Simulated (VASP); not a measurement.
Calculation: PBE GGA with D3 dispersion (Becke-Johnson damping), VASP's PBE PAW potentials (set 64) (plane waves; VASP).

The input files of a VASP run:

INCAR:
```
SYSTEM = MoS2
PREC = Accurate
ENCUT = 400
EDIFF = 1E-7
NELM = 100
ALGO = Normal
LREAL = .FALSE.
LASPH = .TRUE.
ISMEAR = 0
SIGMA = 0.01
GGA = PE
IVDW = 12
LMAXMIX = 4
LWAVE = .FALSE.
LCHARG = .FALSE.
LOPTICS = .TRUE.
NBANDS = 93
NEDOS = 1001
CSHIFT = 0.1
```

File POSCAR:
```
MoS2
3.1456250
  0.9999999044   0.0000000000   0.0000000000
 -0.4999999522   0.8660254750   0.0000000000
  0.0000000000   0.0000000000   3.8343893915
Mo S
2 4
Direct
  0.3333330000   0.6666670000   0.2500000000
  0.6666670000   0.3333330000   0.7500000000
  0.3333330000   0.6666670000   0.6202152950
  0.6666670000   0.3333330000   0.1202152950
  0.3333330000   0.6666670000   0.8797847050
  0.6666670000   0.3333330000   0.3797847050
```

KPOINTS:
```
Automatic mesh
0
Gamma
 18 18 5
0 0 0
```

POTCAR, in this order: Mo_sv S (PBE.64 set). Program: vasp_std.

What VASP printed:

**OSZICAR**
```
       N       E                     dE             d eps       ncg     rms          rms(c)
DAV:   1     0.450308092728E+03    0.45031E+03   -0.19926E+04 21190   0.435E+02
DAV:   2    -0.290928392436E+02   -0.47940E+03   -0.45563E+03 24004   0.177E+02
DAV:   3    -0.462916900961E+02   -0.17199E+02   -0.16983E+02 24380   0.343E+01
DAV:   4    -0.463918329402E+02   -0.10014E+00   -0.10012E+00 23996   0.266E+00
DAV:   5    -0.463926429241E+02   -0.80998E-03   -0.80996E-03 23785   0.224E-01    0.353E+01
DAV:   6    -0.443055893709E+02    0.20871E+01   -0.23069E+00 23538   0.834E+00    0.133E+01
DAV:   7    -0.439753503117E+02    0.33024E+00   -0.16567E+00 22199   0.530E+00    0.959E+00
DAV:   8    -0.435419467796E+02    0.43340E+00   -0.34123E-01 22249   0.290E+00    0.203E+00
DAV:   9    -0.435250398622E+02    0.16907E-01   -0.53270E-02 23073   0.724E-01    0.579E-01
DAV:  10    -0.435252176680E+02   -0.17781E-03   -0.10630E-03 23703   0.895E-02    0.366E-01
DAV:  11    -0.435254223720E+02   -0.20470E-03   -0.26253E-04 23198   0.473E-02    0.951E-02
DAV:  12    -0.435254270534E+02   -0.46814E-05   -0.44258E-05 23251   0.215E-02    0.320E-02
DAV:  13    -0.435254319879E+02   -0.49344E-05   -0.66955E-06 23453   0.708E-03    0.167E-02
DAV:  14    -0.435254338411E+02   -0.18532E-05   -0.22024E-06 23157   0.437E-03    0.695E-03
DAV:  15    -0.435254339706E+02   -0.12954E-06   -0.73069E-08 21175   0.652E-04    0.186E-03
DAV:  16    -0.435254339515E+02    0.19060E-07   -0.60702E-08 21421   0.574E-04
   1 F= -.46163347E+02 E0= -.46163347E+02  d E =-.626901E-55
 imaginary and real dielectric function
```

**OUTCAR**
```
------------------------ aborting loop because EDIFF is reached ----------------------------------------
 Edisp (eV)   -2.63791
  FORCE on cell =-STRESS in cart. coord.  units (eV):
  Direction    XX          YY          ZZ          XY          YZ          ZX
  --------------------------------------------------------------------------------------
  Total       0.02458     0.02458    -0.03940     0.00000     0.00000     0.00000
  in kB       0.38098     0.38098    -0.61071     0.00000     0.00000     0.00000
  external pressure =        0.05 kB  Pullay stress =        0.00 kB
  volume of cell :      103.36
      direct lattice vectors                 reciprocal lattice vectors
     3.145624699  0.000000000  0.000000000     0.317901878  0.183540702  0.000000000
    -1.572812350  2.724191385  0.000000000     0.000000000  0.367081405  0.000000000
     0.000000000  0.000000000 12.061551129     0.000000000  0.000000000  0.082908076
 POSITION                                       TOTAL-FORCE (eV/Angst)
 -----------------------------------------------------------------------------------
     -0.00000      1.81613      3.01539        -0.000000      0.000000      0.000000
      1.57281      0.90806      9.04616         0.000000     -0.000000      0.000000
     -0.00000      1.81613      7.48076         0.000000     -0.000000     -0.013861
      1.57281      0.90806      1.44998         0.000000     -0.000000     -0.013861
     -0.00000      1.81613     10.61157         0.000000      0.000000      0.013861
      1.57281      0.90806      4.58079         0.000000     -0.000000      0.013861
 -----------------------------------------------------------------------------------
    total drift:                               -0.001372      0.000792     -0.000030
  FREE ENERGIE OF THE ION-ELECTRON SYSTEM (eV)
  ---------------------------------------------------
  free  energy   TOTEN  =       -46.1633469461 eV

  energy  without entropy=      -46.1633469461  energy(sigma->0) =      -46.16334695

 plasma frequency squared (from intraband transitions) (eV^2)
  --------------------------------------------------------------------------------------
       0.000      -0.000       0.000
       0.000       0.000       0.000
       0.000       0.000       0.000

 plasma frequency squared (from interband transitions, int dw w eps(2)(w)) (eV^2)
  --------------------------------------------------------------------------------------
     569.450       0.000       0.000      -0.000       0.000      -0.000
       0.000       0.000     569.450       0.000       0.000       0.000
       0.000       0.000       0.000      -0.000     571.336       0.000
```
(Selected blocks of OUTCAR.)

The structure comes from a measured MoS2 entry (P6_3/mmc) of the Crystallography Open Database, whose conditions weren't checked. It was relaxed first.
